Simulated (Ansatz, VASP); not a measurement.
# Cd (Cadmium): VASP beside Ansatz

Wanted: the spread between two codes on one cell, functional and k mesh. The cell is taken from a series of VASP runs on this material, whose earlier steps may have relaxed, scaled or displaced it; both programs get it as it stands.

Method: plane waves, with VASP 6.6.1 beside it; relaxation of cell and atoms at PBEsol, in Ansatz 0.2.0.

## 1. Starting point

Symmetry: P6_3/mmc, No. 194, hexagonal system. Conventional cell: a = 2.950 Å, b = 2.950 Å, c = 5.621 Å, α = 90.00°, β = 90.00°, γ = 120.00°. Nearest to Cd lie 12 Cd at 2.95 to 3.29 Å.

## 2. Ansatz: relaxation of cell and atoms, PBEsol

Ansatz runs on its default PAW (the set named soft_2) files.

The relaxed volume is the usual yardstick between codes: its relative difference is about their pressure difference at one cell divided by the bulk modulus.

The input, input.yaml:

```yaml
crystal:
  lattice:
    - [2.949816769, 0.0, 0.0]
    - [-1.4749083845, 2.5546162585, 0.0]
    - [0.0, 0.0, 5.6214435649]
  atoms:
    - { symbol: Cd, position: [0.6666666667, 0.3333333333, 0.75] }
    - { symbol: Cd, position: [0.3333333333, 0.6666666667, 0.25] }
hamiltonian:
  xc: pbesol
  pseudopotentials: { kind: paw }
kpoints:
  mp_grid: { grid: [18, 18, 8] }
scf:
  occupations: { method: methfessel_paxton, width: 0.15 }
relax:
  f_tol: 0.01
  max_steps: 60
  cell: { stress_tol: 0.05 }
output:
  forces: true
  stress: true
```

Started as:

```console
$ ansatz run input.yaml --threads 4 --pin off --max-ram 9216MiB --backend cpu --events-out ev --progress --plain --runs-dir out
```

Numbers of over 12 decimals in the logs are rounded to 6 here.

The program printed:

```text
Engine: ansatz 0.2.0, aarch64-unknown-linux-gnu
Pseudopotentials: kind: paw
Pseudopotential: Cd, paw, valence charge 20, recommended cutoff 420 eV (normal), Cd.paw.azcp
Functional definition: PBEsol
  exchange = pbesol_x
  correlation = pbesol_c
Crystal: 2 atoms, lattice volume = 42.361 Å³
Basis set: ecut = 420 eV, 835 PW (Γ), exchange–correlation on 40×40×80 points (8 copies of the dense FFT grid, shifted against one another)
Bands: 24, of which v1, the nominal top of the filled ones, is band 20 counted from 1 (19 counted from 0)
Symmetry: 24 space group operations
Space group: P63/mmc (ITA 194), of the structure as read, at distance tolerance 3.5e-5 Å
k-points: 185 of 2592
Non-local potential: Cd, projectors of the file, l = 0: 3, l = 1: 2, l = 2: 2, l = 3: 1
PAW form: soft (Blöchl's): semilocal exchange-correlation on the pseudo side does not see the compensation charge
PAW frozen core: Cd, regenerated for the run's functional, and the local potential with it (the file was generated under x = pbe(κ = 0.804, μ = 0.219515), c = pbe(β = 0.066725))
PAW one-centre angular grid: Cd, 590 points (default); XC on 64 Gauss nodes
Initial density: superposition of atomic densities (neutral atoms: chi_scale 0, normalization atom), corrected by the library's trained network
Initial wavefunctions: pseudopotential atomic-orbital guess
Functional: x = pbesol(κ = 0.804, μ = 0.123457), c = pbesol(β = 0.046)
SCF iter   1: F=—  HF=-16368.126826 eV  |F-HF|=—  |Δ(HF+E_count)|=         —  Δρ=6.02e-3  dr2=1.37e-2  ethr=1.77e-3  ⟨swp⟩=5.1  Hψ=16616  notcnv=0
preconditioner: auto → Kerker (q_TF=auto, 2.702 Å⁻¹)  [metal: Δε(μ)=0.028 eV  Ē_g=13.273 eV  σ=0.150 eV  W_gap=0.16  n_scr=22 (ndim 8)  ℏωp=27.9 eV  f_vac=0.000  D(μ)=0.45/eV (n_scr^D=2)]
SCF iter   2: F=—  HF=-16368.123155 eV  |F-HF|=—  |Δ(HF+E_count)|=   3.67e-3  S|Δr|=    0.00e0  Δρ=1.86e-3  dr2=1.77e-3  ethr=3.42e-5  ⟨swp⟩=2.6  Hψ=8775  notcnv=0
SCF iter   3: F=—  HF=-16368.122573 eV  |F-HF|=—  |Δ(HF+E_count)|=   5.83e-4  S|Δr|=    0.00e0  Δρ=6.90e-4  dr2=2.17e-4  ethr=4.42e-6  ⟨swp⟩=2.1  Hψ=5975  notcnv=0
SCF iter   4: F=—  HF=-16368.122507 eV  |F-HF|=—  |Δ(HF+E_count)|=   6.60e-5  S|Δr|=    0.00e0  Δρ=1.52e-4  dr2=9.60e-6  ethr=5.42e-7  ⟨swp⟩=2.3  Hψ=6646  notcnv=0
SCF iter   5: F=—  HF=-16368.122519 eV  |F-HF|=—  |Δ(HF+E_count)|=   1.20e-5  S|Δr|=    0.00e0  Δρ=3.40e-5  dr2=4.67e-7  ethr=2.40e-8  ⟨swp⟩=2.7  Hψ=6645  notcnv=0
SCF iter   6: F=-16368.122519 eV  HF=-16368.122519 eV  |F-HF|=5.93e-10  |Δ(HF+E_count)|=   4.85e-8  S|Δr|=    0.00e0  Δρ=4.45e-6  dr2=7.53e-9  ethr=2.50e-10  ⟨swp⟩=4.0  Hψ=14823  notcnv=0
SCF 1 converged in 6 iterations: F = -16368.122519 eV  dr2 = 7.53e-9
  greatest PAW one-centre occupation: 1.000 electrons in one spin orbital (limit 2), on the Cd atom at site 1 (counted from 0), in its partial waves of l = 0
relax step   1: F+E_penalty+E_count = -16368.12251865 eV  Δ(F+E_penalty+E_count) = +0.000e0 eV  max|allowed force component| = 1.156e-16 eV/Å  Δτ_max = 0.0000 Å  P = -0.370 GPa  Ω = 42.361 Å³  (6 SCF iters, dr2 threshold 1.00e-7 eV, accepted)
[...]
relax step   2: F+E_penalty+E_count = -16368.12287484 eV  Δ(F+E_penalty+E_count) = -3.562e-4 eV  max|allowed force component| = 8.327e-17 eV/Å  Δτ_max = 0.0000 Å  P = +0.154 GPa  Ω = 42.020 Å³  energy of the carried Pulay correction = +9.188e-5 eV  (4 SCF iters, dr2 threshold 2.00e-7 eV, accepted)
[...]
relax step   3: F+E_penalty+E_count = -16368.12289851 eV  Δ(F+E_penalty+E_count) = -2.367e-5 eV  max|allowed force component| = 1.480e-16 eV/Å  Δτ_max = 0.0000 Å  P = +0.003 GPa  Ω = 42.123 Å³  energy of the carried Pulay correction = +6.447e-5 eV  (4 SCF iters, dr2 threshold 6.09e-8 eV, accepted)
[...]
relax step   4: F+E_penalty+E_count = -16368.12283117 eV  Δ(F+E_penalty+E_count) = +6.734e-5 eV  max|allowed force component| = 2.128e-16 eV/Å  Δτ_max = 0.0000 Å  P = +0.004 GPa  Ω = 42.123 Å³  stress off target by 3.61e-2 GPa  SCF on the basis re-selected at this cell (its energy is not comparable with the rows above)  (5 SCF iters)
basis re-selected at this cell: Δ(F+E_penalty+E_count) = +6.734e-5 eV, ΔP = +0.001 GPa vs the last step (what re-selecting the basis moved, of the pressure what is left beyond the Pulay correction that the steps carried, after the strain that the cell walked since its last selection, with what the two solves' SCF thresholds leave and, on support functions, any second-order correction that the steps lacked; it is no m [...]
SCF converged after 5 iterations
Stability not checked: this state was not tested for a lower state beside it, because cold or Methfessel-Paxton smearing, or corrected tetrahedra, fill the levels in a way that the test cannot read (fill_not_monotonic; see scf.lower_state_search)
Free energy (F): -16368.122831 eV
Harris-Foulkes:  -16368.122831 eV  (|F-HF|=0.00e0)
Internal energy: -16368.122963 eV  (E = F + TS)
E sigma→0 (E₀):  -16368.122864 eV
Entropy (-TS):   0.000132 eV (0.066 meV/atom)
Fermi energy:    15.065293 eV
--- Per-component energies (eV) ---
  E_band       = -776.719662
  E_kinetic    = 1009.917407
  E_local      = -5806.168506  (includes V_loc(G=0)·N_el)
  E_nonlocal   = 70.213517
  E_hartree    = 2733.889351
  E_xc         = -352.083429
  E_vxc        = -443.651370  (∫ρ·V_xc dr)
  E_paw        = -8024.857156  (= ΣΔE_a)
  E_vpaw       = -1074.809446  (= ΣTr[D̂ρ^β])
  E_aug_tail   = 0.000026  (compensation charges beyond the density's cutoff)
  E_ewald      = -5999.718092
  E_core_change = 0.683919  (= ΣΔE_core)
  E_smearing   = 0.000132  (= −TS)
  E_closure    = 0.000000  (closes the sum)
  Σ components = -16368.122831   (vs F -16368.122831, Δ=0.00e0)
--- Forces (eV/Å), atoms counted from 1 ---
  atom   1  Cd    -0.00000000     0.00000000    -0.00000000
  atom   2  Cd     0.00000000    -0.00000000     0.00000000
  max |Σ_I F_I| component: 1.85e-17 eV/Å
--- Stress (GPa, compression-positive) ---
       -0.012690       0.000000       0.000000
       -0.000000      -0.012690       0.000000
        0.000000       0.000000       0.036096
  P = ⅓ Tr σ = 0.0036 GPa (0.036 kbar)
--- Relaxed structure (3 steps of the walk, 3 accepted, 1 SCFs on fresh bases) ---
  F+E_penalty+E_count = -16368.12283117 eV   max|allowed force component| = 2.128e-16 eV/Å   (the final SCF, on the basis selected at the relaxed cell)
  cell:  # Å, volume = 42.1235 Å³
    - [2.942805, 0, 0]
    - [-1.471403, 2.548544, -1.5340729573505585e-19]
    - [0, -3.375733840866948e-19, 5.616562]
  atoms:
    - { symbol: Cd, position: [0.666667, 0.333333, 0.750000] }
    - { symbol: Cd, position: [0.333333, 0.666667, 0.25] }
```

Run time: 7.2 s. Hardware: 4 threads of Arm Neoverse V1, shared host; peak memory 0.44 GiB; 27 s of CPU time.

## 3. VASP: relaxation of cell and atoms, PBEsol

The same cell, functional, mesh and smearing now go to VASP, with its own data sets and cutoff.

Lines of VASP's logs that name or quote its potential files are left out, and so is its time.

The input, INCAR:

```
SYSTEM = Cd
PREC = Accurate
ENCUT = 520
EDIFF = 1E-07
NELM = 100
ISMEAR = 1
SIGMA = 0.15
LREAL = .FALSE.
ALGO = Normal
GGA = PS
NBANDS = 18
LORBIT = 11
LWAVE = .FALSE.
LCHARG = .FALSE.
KPAR = 4
IBRION = 2
NSW = 50
ISIF = 3
EDIFFG = -0.005
LASPH = .TRUE.
```

The input, POSCAR:

```
Cd
1.0
    2.9498167690      0.0000000000      0.0000000000
   -1.4749083845      2.5546162585      0.0000000000
    0.0000000000      0.0000000000      5.6214435649
Cd
2
Direct
    0.6666666667      0.3333333333      0.7500000000
    0.3333333333      0.6666666667      0.2500000000
```

The input, KPOINTS:

```
Automatic mesh
0
Gamma
18 18 8
0 0 0
```

PAW data sets: Cd (PBE family, release 64).

Started as:

```console
$ mpirun -np 4 vasp_std
```

The program printed:

```text
[banner, memory and clock lines left out]
running    4 mpi-ranks, on    1 nodes
 distrk:  each k-point on    1 cores,    4 groups
 distr:  one band on    1 cores,    1 groups

 POSCAR found type information on POSCAR Cd
 POSCAR found :  1 types and       2 ions
|                                                                             |
|               ----> ADVICE to this user running VASP <----                  |
|                                                                             |
|     You enforced a specific xc type in the INCAR file but a different       |
|     [... a line on the potential file left out ...]
|     I HOPE YOU KNOW WHAT YOU ARE DOING!                                     |
|                                                                             |

 LDA part: xc-table for (Slater+PW92), standard interpolation
 POSCAR, INCAR and KPOINTS ok, starting setup
 FFT: planning ... GRIDC
 FFT: planning ... GRID_SOFT
 FFT: planning ... GRID
 WAVECAR not read
 entering main loop
       N       E                     dE             d eps       ncg     rms          rms(c)
DAV:   1     0.172805351842E+03    0.17281E+03   -0.13243E+04  6668   0.135E+03
DAV:   2     0.125429461580E+01   -0.17155E+03   -0.16569E+03  6804   0.346E+02
DAV:   3    -0.257754398787E+01   -0.38318E+01   -0.38238E+01  7750   0.599E+01
DAV:   4    -0.258419693980E+01   -0.66530E-02   -0.66522E-02  7298   0.224E+00
DAV:   5    -0.258421536310E+01   -0.18423E-04   -0.18424E-04  7246   0.118E-01    0.463E+00
DAV:   6    -0.241412094798E+01    0.17009E+00   -0.42550E-01  7096   0.819E+00    0.367E+00
DAV:   7    -0.240204078666E+01    0.12080E-01   -0.33853E-02  7248   0.175E+00    0.197E+00
DAV:   8    -0.240022143423E+01    0.18194E-02   -0.33950E-03  6884   0.759E-01    0.997E-02
DAV:   9    -0.240023524377E+01   -0.13810E-04   -0.30027E-05  7364   0.611E-02    0.443E-02
DAV:  10    -0.240025664620E+01   -0.21402E-04   -0.15769E-05  7056   0.441E-02    0.366E-03
DAV:  11    -0.240025654956E+01    0.96640E-07   -0.12076E-07  5762   0.349E-03
   1 F= -.24002565E+01 E0= -.24002865E+01  d E =-.240026E+01
 curvature:   0.00 expect dE= 0.000E+00 dE for cont linesearch  0.000E+00
 trial: gam= 0.00000 g(F)=  0.339E-48 g(S)=  0.486E-06 ort = 0.000E+00 (trialstep = 0.100E+01)
 search vector abs. value=  0.487E-06
 reached required accuracy - stopping structural energy minimisation
```

Parts of OUTCAR (step 3):

```text
ion  position               nearest neighbor table
   1  0.667  0.333  0.750-   2 3.29   2 3.29   2 3.29   2 3.29   2 3.29   2 3.29
   2  0.333  0.667  0.250-   1 3.29   1 3.29   1 3.29   1 3.29   1 3.29   1 3.29

  LATTYP: Found a hexagonal cell.
 ALAT       =     2.9498167690
 C/A-ratio  =     1.9056924566

 Subroutine GETGRP returns: Found 24 space group operations
 (whereof 12 operations were pure point group operations)

The static configuration has the point symmetry D_3d.
 The point group associated with its full space group is D_6h.

 Found    185 irreducible k-points:

   k-points           NKPTS =    185   k-points in BZ     NKDIM =    185   number of bands    NBANDS=     18

   dimension x,y,z NGX =    24 NGY =   24 NGZ =   42
   dimension x,y,z NGXF=    48 NGYF=   48 NGZF=   84

   ENCUT  =  520.0 eV  38.22 Ry    6.18 a.u.   5.48  5.48 10.45*2*pi/ulx,y,z

   NELECT =      24.0000    total number of electrons

 k-points in reciprocal lattice and weights: Automatic mesh
   0.00000000  0.00000000  0.00000000       0.000
   0.05555556  0.00000000  0.00000000       0.002
   0.11111111  0.00000000  0.00000000       0.002
   0.16666667  0.00000000  0.00000000       0.002
   0.22222222 -0.00000000  0.00000000       0.002
   0.27777778 -0.00000000  0.00000000       0.002
   0.33333333 -0.00000000  0.00000000       0.002
   0.38888889 -0.00000000  0.00000000       0.002
   0.44444444 -0.00000000  0.00000000       0.002
[...]
0.33333333  0.27777778  0.50000000       0.005
   0.33333333  0.33333333  0.50000000       0.001

 average (electrostatic) potential at core
       1 -39.2520       2 -39.2520

 E-fermi :   3.0105

 k-point     1 :       0.0000    0.0000    0.0000
  band No.  band energies     occupation
    ...
      9      -5.7533      2.00000
     10      -5.5025      2.00000
     11      -5.5025      2.00000
     12      -0.2657      2.00000
     13      -0.2099      2.00000
     14      13.3062      0.00000
     15      17.5478      0.00000
     16      17.7428      0.00000
     17      18.1668      0.00000
     18      18.1668      0.00000

 k-point     2 :       0.0556    0.0000    0.0000
  band No.  band energies     occupation
    ...
      9      -5.7641      2.00000
     10      -5.5493      2.00000
     11      -5.5020      2.00000
     12      -0.1662      2.00000
     13      -0.1377      2.00000
     14      13.4115      0.00000
     15      16.5095      0.00000
     16      17.4387      0.00000
     17      17.5182      0.00000
     18      17.7312      0.00000

 k-point     3 :       0.1111    0.0000    0.0000
  band No.  band energies     occupation
    ...
      9      -5.7938      2.00000
     10      -5.6663      2.00000
     11      -5.5019      2.00000
     12      -0.0295      2.00000
     13       0.2292      2.00000
     14      13.7189      0.00000
     15      14.3933      0.00000
     16      16.2917      0.00000
     17      17.1420      0.00000
     18      17.6548      0.00000

  Total        0.0005666      0.0005666      0.0044189      0.0000000      0.0000000      0.0000000
  in kB        0.0214288      0.0214288      0.1671312      0.0000000      0.0000000      0.0000000
  external PRESSURE =       0.0699962 kB  Pullay stress =       0.0000000 kB

  energy-cutoff  :      520.00
  volume of cell :       42.36
      direct lattice vectors                 reciprocal lattice vectors
     2.949816769  0.000000000  0.000000000     0.339004107  0.195724113  0.000000000
    -1.474908384  2.554616258  0.000000000     0.000000000  0.391448225  0.000000000
     0.000000000  0.000000000  5.621443565     0.000000000  0.000000000  0.177890250

 POSITION                                       TOTAL-FORCE (eV/Angst)
 -----------------------------------------------------------------------------------
      1.47491      0.85154      4.21608         0.000000     -0.000000      0.000000
     -0.00000      1.70308      1.40536        -0.000000      0.000000      0.000000
 -----------------------------------------------------------------------------------
    total drift:                                0.000000     -0.000000      0.000000

  FREE ENERGIE OF THE ION-ELECTRON SYSTEM (eV)
  ---------------------------------------------------
  free  energy   TOTEN  =        -2.4002565496 eV

  energy  without entropy=       -2.4003464324  energy(sigma->0) =       -2.40028651

 reached required accuracy - stopping structural energy minimisation

 total charge
# of ion       s       p       d       tot
------------------------------------------
    1        0.525   0.324   9.478  10.328
    2        0.525   0.324   9.478  10.328
--------------------------------------------------
tot          1.050   0.648  18.957  20.655

[... 3 further parts left out ...]
```

## 4. Differences

Known differences besides the potentials themselves: both relaxations stop at a tolerance, which leaves soft axes loose, and VASP keeps its plane-wave basis; the data sets hold 40 valence electrons in Ansatz (default PAW (the set named soft_2) files) and 24 in VASP; the cutoff is 420 eV in Ansatz and 520 eV in VASP; Ansatz makes its cores anew for this functional, VASP keeps those of its PBE data sets; Ansatz adds a Pulay correction to the stress that steers its cell, VASP none. Total energies have different zeros and are not compared.

Both answers:

| quantity | Ansatz | VASP | difference |
| --- | --- | --- | --- |
| volume (Å³) | 42.12 | 42.36 | -0.56 % |
| edge a after relaxation, in the typed setting (Å) | 2.943 | 2.950 | -0.24 % |
| edge c after relaxation, in the typed setting (Å) | 5.617 | 5.621 | -0.09 % |

The walks stopped with 0.00 GPa left in Ansatz and 0.01 GPa in VASP; each walk ends within a tolerance, so the volume difference is uncertain by about these residues over the bulk modulus, most in soft cells.

## 5. Outcome

```
difference in volume (relaxation of cell and atoms, PBEsol) : -0.56 %
```

The difference in volume is -0.56 % (relaxation of cell and atoms, PBEsol), within the 1.2 % picked in this series as the mark of a large difference, as far as the stopping tolerances let one tell. Such differences can come from data sets, numerical settings and the points named under the comparisons, not from the functional's error against experiment.

[Lines on the potential files, build, host, timing and source positions are cut from VASP's logs without a mark.]

[Logs are printed without paths, hosts, clocks, repeated set-up lines and the standing remarks that a program may print on its own settings, such as how far it seeks lower states.]

[Hosts, paths, dates, database ids (printed as entryN), source tags and the programs' standing remarks are cut or masked in the printed files.]
